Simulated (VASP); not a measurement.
## AlSn under changes of volume

One of the cells (25.741 Å³/atom); the others are scaled copies at fixed shape and fractional positions:

```xyz
2
Lattice="4.2259 0.0000 0.0000 -2.1130 3.6597 0.0000 0.0000 0.0000 3.3287" Properties=species:S:1:pos:R:3 pbc="T T T"
Sn    0.0000    2.4398    1.6644
Al    0.0000    0.0000    0.0000
```

The cell comes from a database or a generator and needn't be the stable form of this composition.

| Quantity | Value |
| --- | --- |
| Program | VASP 6.6.1 |
| Functional | PBEsol |
| Potentials or basis | VASP PAW PBE potentials, release 64 (Sn_d, Al) |
| Cutoff | 520 eV |
| k mesh | 7 × 7 × 8 |
| Occupations | fermi-dirac, width 0.05 eV |
| Spin | no spin polarisation |

```tsv
volume (Å³/atom)	energy over the lowest point (meV/atom)	pressure (GPa)
23.722	?	?
24.227	0.00	0.3
24.731	0.53	-0.8
25.741	11.55	-2.7
26.245	21.29	-3.5
26.750	33.34	-4.2
```

Problem. What does the run at 23.722 Å³/atom give?

Solution. Energy over the lowest point 3.32 meV/atom; pressure 1.6 GPa.

Worked out: A Birch-Murnaghan fit of order 3 (a polynomial in V^(-2/3)) to the other rows has its minimum at 24.41 Å³/atom with B0 = V·E''(V) = 58 GPa and B' = 5.3 at fixed shape and positions, which overstates the stiffness. It gives 3.44 meV/atom at 23.722 Å³/atom, against the run's 3.32, and -dE/dV = 1.8 GPa, against 1.6.

Energies are extrapolated to zero smearing.

Caveats: the PAW data sets were made with another functional, which shifts forces and pressure a little.
